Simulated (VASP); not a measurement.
An input for Quantum ESPRESSO's pw.x (written as the equivalent of a VASP run, and not itself run):

```
&CONTROL
  calculation = 'scf'
  pseudo_dir = './pseudo'
  outdir = './out'
  tprnfor = .true.
  tstress = .true.
/
&SYSTEM
  ibrav = 0
  nat = 2
  ntyp = 2
  ecutwfc = 84
  occupations = 'smearing'
  smearing = 'methfessel-paxton'
  degauss = 0.00735
  input_dft = 'pbe'
/
&ELECTRONS
  conv_thr = 7.3e-08
  electron_maxstep = 100
/
ATOMIC_SPECIES
  V 50.941 V.upf
  N 14.007 N.upf
CELL_PARAMETERS angstrom
     0.0000000    2.1114000    2.1114000
     2.1114000    0.0000000    2.1114000
     2.1114000    2.1114000    0.0000000
ATOMIC_POSITIONS crystal
  V    0.0000000  0.0000000  0.0000000
  N    0.5000000  0.5000000  0.5000000
K_POINTS automatic
  13 13 13 0 0 0
HUBBARD {ortho-atomic}
U V-3d 4
```

Problem. Translate this input to VASP (INCAR, KPOINTS, POSCAR, choice of POTCAR).

Solution. This is not unique; one that fits is 
### POSCAR
```
VN
1
    0.0000000000     2.1114000000     2.1114000000
    2.1114000000     0.0000000000     2.1114000000
    2.1114000000     2.1114000000     0.0000000000
V N
1 1
Direct
  0.0000000000   0.0000000000   0.0000000000
  0.5000000000   0.5000000000   0.5000000000
```

File KPOINTS:
```
Regular mesh
0
G
13 13 13
```

**INCAR**
```
! general
SYSTEM    = VN
PREC      = Accurate
ENCUT     = 520
LREAL     = .FALSE.
LASPH     = .TRUE.

! electronic loop
EDIFF     = 1E-6
NELM      = 100
ALGO      = Normal
LMAXMIX   = 4

! smearing
ISMEAR    = 1
SIGMA     = 0.1

! functional
GGA       = PE

! DFT+U
LDAU      = .TRUE.
LDAUTYPE  = 2
LDAUL     = 2 -1
LDAUU     = 4.0 0
LDAUJ     = 0 0
LDAUPRINT = 1

! ions
ISIF      = 2

! output
LWAVE     = .FALSE.
LCHARG    = .FALSE.
LORBIT    = 10
```

POTCAR, in this order: V_sv N (PBE.64 set). Program: vasp_std.

The two are equivalent in intent, not identical: the potentials are each code's own (VASP's PAW set, PseudoDojo norm-conserving files in pw.x), so ENCUT and ecutwfc are chosen apart and not converted; conv_thr bounds pw.x's estimated SCF error, while EDIFF bounds the energy change between steps; the +U projectors differ (PAW spheres against orthogonalised atomic orbitals), so the same U acts differently.

The compound is VN in the rock salt structure, which distorts at low temperature. The cell was not relaxed at this level. The run is one of a series of settings (LDAU = .TRUE., LDAUJ = 0 0, LDAUL = 2 -1, LDAUTYPE = 2, LDAUU = 4.0 0 against the base run), some of them coarse on purpose.
